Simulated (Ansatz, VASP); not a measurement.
**Ba3Y: VASP beside Ansatz**

INCAR

```
ALGO = Normal
EDIFF = 1E-7
ENCUT = 520
GGA = PE
ISIF = 2
ISMEAR = -1
LASPH = T
LCHARG = F
LREAL = F
LWAVE = F
NBANDS = 28
NELM = 100
PREC = Accurate
SIGMA = 0.05
```

KPOINTS

```
k-points
0
Gamma
  7 7 7
```

POSCAR

```
Ba3Y
1.0
   -2.9160353459      2.9160353459      5.8536036827
    2.9160353459     -2.9160353459      5.8536036827
    2.9160353459      2.9160353459     -5.8536036827
Ba Y
3 1
Direct
    0.5000000000      0.5000000000      0.0000000000
    0.2500000000      0.7500000000      0.5000000000
    0.7500000000      0.2500000000      0.5000000000
    0.0000000000      0.0000000000      0.0000000000
```

File input.yaml:

```yaml
crystal:
  lattice:
    - [-2.9160353459, 2.9160353459, 5.8536036827]
    - [2.9160353459, -2.9160353459, 5.8536036827]
    - [2.9160353459, 2.9160353459, -5.8536036827]
  atoms:
    - { symbol: Ba, position: [0.5, 0.5, 0.0] }
    - { symbol: Ba, position: [0.25, 0.75, 0.5] }
    - { symbol: Ba, position: [0.75, 0.25, 0.5] }
    - { symbol: "Y", position: [0.0, 0.0, 0.0] }
hamiltonian:
  xc: pbe
  pseudopotentials: { kind: paw }
kpoints:
  mp_grid: { grid: [7, 7, 7] }
scf:
  occupations: { method: fermi_dirac, width: 0.05 }
output:
  forces: true
  stress: true
  eigenvalues: true
  write_density: true
  write_potential: true
  elf: true
  volumetric_format: npy
```

Change from the starting cell: volume scaled by 0.96.

Alike in both runs: task single point; functional PBE; k mesh 7 × 7 × 7; occupations fermi-dirac, width 0.05 eV; no spin polarisation.

|  | VASP | Ansatz |
| --- | --- | --- |
| version | VASP 6.6.1 | Ansatz 0.2.0 |
| potentials or method | VASP PAW PBE potentials, release 64 (Ba_sv, Y_sv) | Ansatz PAW |
| plane-wave cutoff (eV) | 520 | 420 |
| valence electrons in the cell | 41 | 41 |

Ansatz gave:

| Item | Value |
| --- | --- |
| gap on the k mesh at the Fermi level (eV) | none |
| pressure (GPa) | 0.4 |
| largest component of the traceless stress (GPa) | 0.07 |

**Question.** Which values does VASP return?

**Answer.** gap on the k mesh at the Fermi level (eV): none; pressure (GPa): 0.5; largest component of the traceless stress (GPa): 0.07.

A gap of «none» marks a metal or a gap that the smearing closes.

Spin-orbit coupling is left out, which matters for the levels of Ba.
